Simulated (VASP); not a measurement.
# NbSiO4 (Cmcm) in VASP: phonons with PBE

Aim: the phonons of NbSiO4 with PBE.

Program: VASP 6.6.1. These are calculated values, not measurements. Logs are shortened: lines on timing, memory, paths and dates and some standing lists are left out, and cuts for length are marked.

### Step 1. The structure

Symmetry: Cmcm, No. 63, orthorhombic system. The conventional cell has a = 5.743 Å, b = 8.274 Å, c = 5.998 Å, α = 90.00°, β = 90.00°, γ = 90.00°. Nb (site symmetry 2/m) is surrounded by 6 O at 1.95 to 2.14 Å. Si (site symmetry m2m) is surrounded by 4 O at 1.63 to 1.66 Å. O (site symmetry m) is surrounded by 1 Si at 1.63 Å. Around O (site symmetry m) lie 1 Si at 1.66 Å.

The cell was built by a generator and needn't be a form met in nature.

### Step 2. Phonons, PBE

The input, POSCAR:

```
NbSiO4
1.0
    2.8714700000     -4.1370700000      0.0000000000
    2.8714700000      4.1370700000      0.0000000000
    0.0000000000      0.0000000000      5.9980500000
Nb Si O
2 2 8
Direct
    0.0000000000      0.0000000000      0.0000000000
    0.0000000000      0.0000000000      0.5000000000
    0.6475230000      0.3524770000      0.2500000000
    0.3524770000      0.6475230000      0.7500000000
    0.7658090000      0.2341910000      0.4670770000
    0.7658090000      0.2341910000      0.0329230000
    0.2948020000      0.2309110000      0.2500000000
    0.7690890000      0.7051980000      0.2500000000
    0.2341910000      0.7658090000      0.5329230000
    0.2341910000      0.7658090000      0.9670770000
    0.2309110000      0.2948020000      0.7500000000
    0.7051980000      0.7690890000      0.7500000000
```

The input, INCAR.step1:

```
ALGO = Normal ; EDIFF = 1E-8
EDIFFG = -0.002 ; ENCUT = 520
GGA = PE ; IBRION = 2
ISIF = 3 ; ISMEAR = 0
KPAR = 8 ; LASPH = True
LCHARG = False ; LREAL = False
LWAVE = False ; NELM = 60
NSW = 40 ; PREC = Accurate
SIGMA = 0.1
```

The input, INCAR.step2:

```
ALGO = Normal ; EDIFF = 1E-8
ENCUT = 520 ; GGA = PE
IBRION = 6 ; ISIF = 2
ISMEAR = 0 ; KPAR = 8
LASPH = True ; LCHARG = False
LREAL = False ; LWAVE = False
NELM = 60 ; NFREE = 2
NSW = 1 ; POTIM = 0.015
PREC = Accurate ; SIGMA = 0.1
```

The input, KPOINTS:

```
k-points
0
Gamma
  6 6 6
```

Potentials or basis: VASP PAW PBE potentials, release 64 (Nb_sv, Si, O).

Run with:

```console
cat potpaw_PBE.64/Nb_sv/POTCAR potpaw_PBE.64/Si/POTCAR potpaw_PBE.64/O/POTCAR > POTCAR
cp INCAR.step1 INCAR
mpirun -np 8 vasp_std > vasp.out
cp CONTCAR POSCAR
cp INCAR.step2 INCAR
mpirun -np 8 vasp_std > vasp.out
```

OUTCAR:

```text
EDIFF = 1E-8
   ENCUT = 520
   GGA = PE
   IBRION = 6
   ISIF = 2
   ISMEAR = 0
   LASPH = True
   LREAL = False
   NELM = 60
   NFREE = 2
   NSW = 1
   POTIM = 0.015
   PREC = Accurate

 ion  position               nearest neighbor table
   1  0.000  0.000  0.000-   6 1.95  10 1.95   8 2.14   7 2.14  11 2.14  12 2.14   2 2.99   2 2.99

   2  0.000  0.000  0.500-   5 1.95   9 1.95   8 2.14   7 2.14  11 2.14  12 2.14   1 2.99   1 2.99

   3  0.648  0.352  0.250-   5 1.63   6 1.63   7 1.66   8 1.66
   4  0.352  0.648  0.750-   9 1.63  10 1.63  11 1.66  12 1.66
   5  0.766  0.234  0.468-   3 1.63   2 1.95
   6  0.766  0.234  0.032-   3 1.63   1 1.95
   7  0.295  0.231  0.250-   3 1.66   2 2.14   1 2.14
   8  0.769  0.705  0.250-   3 1.66   2 2.14   1 2.14
   9  0.234  0.766  0.532-   4 1.63   2 1.95
  10  0.234  0.766  0.968-   4 1.63   1 1.95
  11  0.231  0.295  0.750-   4 1.66   2 2.14   1 2.14
  12  0.705  0.769  0.750-   4 1.66   2 2.14   1 2.14

  LATTYP: Found a base centered orthorhombic cell.
 ALAT       =     5.7476531627
 B/A-ratio  =     1.4405309263
 C/A-ratio  =     1.0405269094

  Lattice vectors:

 A1 = (   2.8738265814,  -4.1398360674,   0.0000000000)
 A2 = (   2.8738265814,   4.1398360674,   0.0000000000)
 A3 = (   0.0000000000,   0.0000000000,   5.9805877816)

Analysis of symmetry for initial positions (statically):
=====================================================================
 Subroutine PRICEL returns:
 Original cell was already a primitive cell.

 Routine SETGRP: Setting up the symmetry group for a
 base centered orthorhombic supercell.

 Subroutine GETGRP returns: Found  8 space group operations
 (whereof  4 operations were pure point group operations)
 out of a pool of  8 trial point group operations.

The static configuration has the point symmetry C_2h.
 The point group associated with its full space group is D_2h.

Analysis of symmetry for dynamics (positions and initial velocities):
=====================================================================
 Subroutine PRICEL returns:
 Original cell was already a primitive cell.

 Routine SETGRP: Setting up the symmetry group for a
 base centered orthorhombic supercell.

 Subroutine GETGRP returns: Found  8 space group operations
 (whereof  4 operations were pure point group operations)
 out of a pool of  8 trial point group operations.

The dynamic configuration has the point symmetry C_2h.
 The point group associated with its full space group is D_2h.

 Subroutine INISYM returns: Found  8 space group operations
 (whereof  4 operations are pure point group operations),
 and found     1 'primitive' translations

----------------------------------------------------------------------------------------

                                     Primitive cell

  volume of cell :     142.3042

  direct lattice vectors                    reciprocal lattice vectors
     2.873826581 -4.139836067  0.000000000     0.173984054 -0.120777729  0.000000000
     2.873826581  4.139836067  0.000000000     0.173984054  0.120777729  0.000000000
     0.000000000  0.000000000  5.980587782     0.000000000  0.000000000  0.167207645

  length of vectors
     5.039555723  5.039555723  5.980587782     0.211796391  0.211796391  0.167207645

  position of ions in fractional coordinates (direct lattice)
     0.000000000  0.000000000  0.000000000
     0.000000000  0.000000000  0.500000000
     0.647617034  0.352382966  0.250000000
     0.352382966  0.647617034  0.750000000
     0.765830555  0.234169445  0.467693226
     0.765830555  0.234169445  0.032306774
     0.295232225  0.231300961  0.250000000
     0.768699039  0.704767775  0.250000000
[... 110 lines left out ...]
     AMIX     =   0.40;   BMIX     =  1.00
     AMIX_MAG =   1.60;   BMIX_MAG =  1.00
  volume/ion in A,a.u.               =      11.86        80.03
  Fermi-wavevector in a.u.,A,eV,Ry     =   1.362303  2.574379 25.250623  1.855868
  Thomas-Fermi vector in A             =   2.488804
   LORBIT       =      0    0 simple, 1 ext, 2 COOP (PROOUT), +10 PAW based schemes
   GGA     = PE    functional components
   LHFCALC =     F    Hartree Fock is set to
   AEXX    =    0.0000 exact exchange contribution
   IVDW    =     0    specifies the selected vdW correction
   LEPSILON=     F    determine dielectric tensor
   LRPA    =     F    only Hartree local field effects (RPA)
 finite differences with symmetry
 non-spin polarized calculation
 Gauss-broadening in eV      SIGMA  =   0.10
  energy-cutoff  :      520.00
  volume of cell :      142.30
 maximum number of plane-waves:      3855
 NGX is ok and might be reduce to    40
   NGX = 19   NGY = 19   NGZ = 23

--------------------------------------- Ionic step        1  -------------------------------------------

 number of electron      81.9999987 magnetization

 Free energy of the ion-electron system (eV)
  ---------------------------------------------------
  ext. energy  EPLUGINS =         0.00000000
  ---------------------------------------------------
  free energy    TOTEN  =      -101.80499091 eV

  energy without entropy =     -101.79701412  energy(sigma->0) =     -101.80100251

------------------------ aborting loop because EDIFF is reached ----------------------------------------

  FORCE on cell =-STRESS in cart. coord.  units (eV):
  Direction    XX          YY          ZZ          XY          YZ          ZX
  --------------------------------------------------------------------------------------
  -------------------------------------------------------------------------------------
  Total       -0.0031359     -0.0057218     -0.0042700      0.0000000     -0.0000000      0.0000000
  in kB       -0.0353070     -0.0644205     -0.0480750      0.0000000     -0.0000000      0.0000000
  external PRESSURE =      -0.0492675 kB  Pullay stress =       0.0000000 kB
[... 119 lines left out ...]
  FREE ENERGIE OF THE ION-ELECTRON SYSTEM (eV)
  ---------------------------------------------------
  free  energy   TOTEN  =      -101.8029226046 eV

  energy  without entropy=     -101.7949406503  energy(sigma->0) =     -101.79893163

[... ionic steps 4 to 22 ...]

--------------------------------------- Ionic step       23  -------------------------------------------

 number of electron      81.9999988 magnetization

------------------------ aborting loop because EDIFF is reached ----------------------------------------
[... 87 lines left out ...]
--------------------------------------- Ionic step       25  -------------------------------------------

 number of electron      81.9999987 magnetization

 Free energy of the ion-electron system (eV)
  ---------------------------------------------------
  ext. energy  EPLUGINS =         0.00000000
  ---------------------------------------------------
  free energy    TOTEN  =      -101.80382729 eV

  energy without entropy =     -101.79583381  energy(sigma->0) =     -101.79983055

 E-fermi :   6.6691     XC(G=0): -10.5181

 val. band max:        6.6352248802   @ k =   0.0000   0.1667  -0.5000
 cond. band min:       6.6787226646   @ k =   0.5000   0.5000   0.1667
 fundamental gap:      0.0434977844
 Fermi energy:         6.6691043309

 k-point     1 :       0.0000    0.0000    0.0000
  band No.  band energies     occupation
      1     -50.4387      2.00000
      2     -50.3731      2.00000
      3     -26.9020      2.00000
      4     -26.7913      2.00000
      5     -26.7331      2.00000
      6     -26.4610      2.00000
[... 1237 lines left out ...]
     48      10.1469      0.00000
     49      10.3340      0.00000

 [... further k-points ...]

------------------------ aborting loop because EDIFF is reached ----------------------------------------

  FORCE on cell =-STRESS in cart. coord.  units (eV):
  Direction    XX          YY          ZZ          XY          YZ          ZX
  --------------------------------------------------------------------------------------
  -------------------------------------------------------------------------------------
  Total       -0.0010597     -0.0046944     -0.0022482      0.0001120      0.0449433      0.1334150
  in kB       -0.0119312     -0.0528533     -0.0253124      0.0012605      0.5060092      1.5020960
  external PRESSURE =      -0.0300323 kB  Pullay stress =       0.0000000 kB
[... 27 lines left out ...]
  FREE ENERGIE OF THE ION-ELECTRON SYSTEM (eV)
  ---------------------------------------------------
  free  energy   TOTEN  =      -101.8038272904 eV

  energy  without entropy=     -101.7958338069  energy(sigma->0) =     -101.79983055

 INTERNAL STRAIN TENSORS FROM DISPLACED ATOMS
 ============================================

 INTERNAL STRAIN TENSOR FOR ION    1 for displacements in x,y,z  (eV/Angst):
          X           Y           Z          XY          YZ          ZX
  --------------------------------------------------------------------------------
  x     0.00000     0.00000     0.00000     0.00000     0.00000     0.00000
  y     0.00000     0.00000     0.00000     0.00000     0.00000     0.00000
  z     0.00000     0.00000     0.00000     0.00000     0.00000     0.00000
[... 8 lines left out ...]
 INTERNAL STRAIN TENSOR FOR ION   12 for displacements in x,y,z  (eV/Angst):
          X           Y           Z          XY          YZ          ZX
  --------------------------------------------------------------------------------
  x    -7.15632    -4.00132     8.57253    12.41288     0.00000     0.00000
  y    10.36853     7.53624     2.28981    -8.02769     0.00000     0.00000
  z     0.00000    -0.00000    -0.00000     0.00000     2.99961     8.89350

 Eigenvectors and eigenvalues of the dynamical matrix
   1 f  =   27.904456 THz   175.328868 2PiTHz  930.792460 cm-1   115.403505 meV
   2 f  =   27.897822 THz   175.287186 2PiTHz  930.571181 cm-1   115.376070 meV
   3 f  =   26.721531 THz   167.896331 2PiTHz  891.334331 cm-1   110.511323 meV
   4 f  =   25.642033 THz   161.113643 2PiTHz  855.326144 cm-1   106.046879 meV
   5 f  =   25.175322 THz   158.181213 2PiTHz  839.758349 cm-1   104.116719 meV
   6 f  =   24.563837 THz   154.339142 2PiTHz  819.361418 cm-1   101.587823 meV
[... 24 lines left out ...]
  31 f  =    5.316083 THz    33.401932 2PiTHz  177.325429 cm-1    21.985541 meV
  32 f  =    4.700453 THz    29.533816 2PiTHz  156.790228 cm-1    19.439502 meV
  33 f/i=    0.001213 THz     0.007624 2PiTHz    0.040474 cm-1     0.005018 meV
  34 f/i=    0.002713 THz     0.017044 2PiTHz    0.090482 cm-1     0.011218 meV
  35 f/i=    0.006108 THz     0.038376 2PiTHz    0.203733 cm-1     0.025260 meV
  36 f/i=    9.562673 THz    60.084044 2PiTHz  318.976421 cm-1    39.548018 meV

 ELASTIC MODULI CONTR FROM IONIC RELAXATION (kBar)
 Direction    XX          YY          ZZ          XY          YZ          ZX
 --------------------------------------------------------------------------------
 XX        -728.9860    181.9808    -41.0934      0.0000      0.0000      0.0000
 YY         181.9808  -3758.8240   -860.8180     -0.0000      0.0000     -0.0000
 ZZ         -41.0934   -860.8180  -1804.7832     -0.0000      0.0000     -0.0000
 XY           0.0000     -0.0000     -0.0000   -565.0817     -0.0000      0.0000
 YZ           0.0000      0.0000     -0.0000     -0.0000   -617.5698     -0.0000
 ZX           0.0000     -0.0000     -0.0000      0.0000     -0.0000   -440.4484
 --------------------------------------------------------------------------------
```

It took 20 min on 8 MPI ranks of Intel Xeon 6975P-C (Granite Rapids), shared host; peak memory 1.1 GiB.

What came out:

```
Relaxed volume                                          : 11.86 Å³/atom
Relaxed cell                                            : a = 5.040 Å, b = 5.040 Å, c = 5.981 Å, α = 90.00°, β = 90.00°, γ = 110.46°
Space group after relaxing (to 0.05 Å)                  : Cmcm (No. 63)
Highest phonon frequency at Γ, LO-TO splitting left out : 931 cm⁻¹
Most unstable mode                                      : 319i cm⁻¹
```

The path:
```tsv
step	energy change (eV)	largest force (eV/Å)	pressure (GPa)	volume (Å³)
1	0.0000	0.0296	-0.06	142.51
2	-0.0003	0.0495	0.03	142.41
3	-0.0003	0.0477	0.03	142.42
4	-0.0005	0.0237	0.00	142.39
5	-0.0006	0.0348	-0.04	142.36
6	-0.0006	0.0324	-0.04	142.37
7	-0.0006	0.0163	0.01	142.32
8	-0.0006	0.0076	-0.01	142.34
9	-0.0006	0.0040	-0.01	142.32
10	-0.0007	0.0006	-0.01	142.30
```

Final structure:
```cif
data_structure
_symmetry_space_group_name_H-M 'P 1'
_symmetry_Int_Tables_number 1
_cell_length_a 5.0396
_cell_length_b 5.0396
_cell_length_c 5.9806
_cell_angle_alpha 90.000
_cell_angle_beta 90.000
_cell_angle_gamma 110.464
_cell_volume 142.30
loop_
_atom_site_label
_atom_site_type_symbol
_atom_site_fract_x
_atom_site_fract_y
_atom_site_fract_z
_atom_site_occupancy
Nb1 Nb 0.00000 0.00000 0.00000 1
Nb2 Nb 0.00000 0.00000 0.50000 1
Si1 Si 0.64762 0.35238 0.25000 1
Si2 Si 0.35238 0.64762 0.75000 1
O1 O 0.76583 0.23417 0.46769 1
O2 O 0.76583 0.23417 0.03231 1
O3 O 0.29523 0.23130 0.25000 1
O4 O 0.76870 0.70477 0.25000 1
O5 O 0.23417 0.76583 0.53231 1
O6 O 0.23417 0.76583 0.96769 1
O7 O 0.23130 0.29523 0.75000 1
O8 O 0.70477 0.76870 0.75000 1
```

Phonon frequencies in cm⁻¹ (negative: imaginary):
| q point | frequencies |
| --- | --- |
| (0.000, 0.000, 0.000) | -319 0 0 0 157 177 180 196 199 227 231 308 311 327 329 329 393 400 417 421 434 452 471 484 492 517 583 609 796 808 819 840 855 891 931 931 |

Caveat: some modes are imaginary.
